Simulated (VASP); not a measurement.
A VASP calculation is set up with these files.

### KPOINTS
```
Automatic mesh
0
Gamma
12 12 12
```

### INCAR
```
! general
SYSTEM   = Na
PREC     = Accurate
ENCUT    = 520
LREAL    = F
LASPH    = T

! electronic loop
EDIFF    = 1E-7
NELM     = 100
ALGO     = Normal

! smearing
ISMEAR   = 1
SIGMA    = 0.1

! functional
GGA      = MK
LUSE_VDW = T
AGGAC    = 0.0
PARAM1   = 0.1234
PARAM2   = 1.0

! ions
ISIF     = 2

! output
LWAVE    = F
LCHARG   = F
```

POSCAR:
```
Na
3.6167070
 -0.5773503341   0.5773503341   0.5773503341
  0.5773503341  -0.5773503341   0.5773503341
  0.5773503341   0.5773503341  -0.5773503341
Na
1
Cartesian
  0.0000000000   0.0000000000   0.0000000000
```

POTCAR, in this order: Na_pv (PBE.64 set). Program: vasp_std.

Task: Write an equivalent input for Quantum ESPRESSO's pw.x.

Result: One equivalent input (not run):
```
&CONTROL
  calculation = 'scf'
  pseudo_dir = './pseudo'
  outdir = './out'
  tprnfor = .true.
  tstress = .true.
/
&SYSTEM
  ibrav = 0
  nat = 1
  ntyp = 1
  ecutwfc = 88
  occupations = 'smearing'
  smearing = 'methfessel-paxton'
  degauss = 0.00735
  input_dft = 'vdw-df-ob86'
/
&ELECTRONS
  conv_thr = 7.3e-09
  electron_maxstep = 100
/
ATOMIC_SPECIES
  Na 22.990 Na.upf
CELL_PARAMETERS angstrom
    -2.0881070    2.0881070    2.0881070
     2.0881070   -2.0881070    2.0881070
     2.0881070    2.0881070   -2.0881070
ATOMIC_POSITIONS crystal
  Na   0.0000000  0.0000000  0.0000000
K_POINTS automatic
  12 12 12 0 0 0
```
The two are equivalent in intent, not identical: the potentials are each code's own (VASP's PAW set, PseudoDojo norm-conserving files in pw.x), so ENCUT and ecutwfc are chosen apart and not converted; conv_thr bounds pw.x's estimated SCF error, while EDIFF bounds the energy change between steps.

The compound is Na in the bcc structure. It was relaxed first, which changed the volume by -6 %.
